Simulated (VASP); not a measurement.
KMgF3:

```
K Mg F
1.0
     3.97847    0.00000    0.00000
     0.00000    3.97847    0.00000
     0.00000    0.00000    3.97847
K Mg F
1 1 3
Direct
  0.50000 0.50000 0.50000
  0.00000 0.00000 0.00000
  0.00000 0.50000 0.00000
  0.00000 0.00000 0.50000
  0.50000 0.00000 0.00000
```

The cell is a database's computed one.

| Quantity | Value |
| --- | --- |
| Program | VASP 6.6.1 |
| Task | relaxation of cell and atoms |
| Functional | PBE |
| Potentials or basis | VASP PAW PBE potentials, release 64 (K_sv, Mg, F) |
| Cutoff | 600 eV |
| k mesh | 6 × 6 × 6 |
| Occupations | gaussian, width 0.02 eV |
| Spin | no spin polarisation |

At the start: pressure 3.7 GPa; volume 12.59 Å³/atom.

Problem. How do energy, volume and symmetry change on relaxing?

Solution. Over 3 steps the energy falls by 7.1 meV/atom and the volume is 13.24 Å³/atom (+5.1 %); space group Pm-3m (No. 221, to 0.05 Å).

The path:
```tsv
step	energy change (eV)	largest force (eV/Å)	pressure (GPa)	volume (Å³)
1	0.0000	0.0000	3.72	62.97
2	-0.0346	0.0000	0.52	65.67
3	-0.0354	0.0000	-0.03	66.20
```

Final structure:
```
K Mg F
1.0
     4.04525    0.00000    0.00000
     0.00000    4.04525    0.00000
     0.00000    0.00000    4.04525
K Mg F
1 1 3
Direct
  0.50000 0.50000 0.50000
  0.00000 0.00000 0.00000
  0.00000 0.50000 0.00000
  0.00000 0.00000 0.50000
  0.50000 0.00000 0.00000
```
